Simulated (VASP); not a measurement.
The system is Ru.

```xyz
2
Lattice="2.7058 0.0000 0.0000 -1.3529 2.3433 0.0000 0.0000 0.0000 4.2819" Properties=species:S:1:pos:R:3 pbc="T T T"
Ru    0.0000    1.5622    1.0705
Ru    1.3529    0.7811    3.2114
```

- Program: VASP 6.6.1
- Task: relaxation of cell and atoms
- Functional: PBE
- Potentials or basis: VASP PAW PBE potentials, release 64 (Ru_pv)
- Cutoff: 700 eV
- k mesh: 18 × 18 × 10
- Occupations: gaussian, width 0.1 eV
- Spin: no spin polarisation

At the start: pressure 4.5 GPa; volume 13.57 Å³/atom.

Task: How do energy, volume and symmetry change on relaxing?

Result: Over 9 steps the energy falls by 2.6 meV/atom and the volume is 13.76 Å³/atom (+1.4 %); space group P6_3/mmc (No. 194, to 0.05 Å).

The path:
```csv
step,energy change (eV),largest force (eV/Å),pressure (GPa),volume (Å³)
1,0.0000,0.0000,4.47,27.15
2,0.0371,0.0000,-11.48,28.66
3,-0.0052,0.0000,-0.06,27.53
4,-0.0052,0.0000,0.01,27.53
5,-0.0052,0.0000,0.02,27.53
6,-0.0052,0.0000,0.03,27.53
7,-0.0052,0.0000,0.02,27.53
8,-0.0052,0.0000,-0.05,27.53
9,-0.0052,0.0000,0.00,27.53
```

Final structure:
```
CELL_PARAMETERS angstrom
2.71989 0.00000 0.00000
-1.35995 2.35550 0.00000
0.00000 0.00000 4.29667
ATOMIC_POSITIONS crystal
Ru 0.33333 0.66667 0.25000
Ru 0.66667 0.33333 0.75000
```
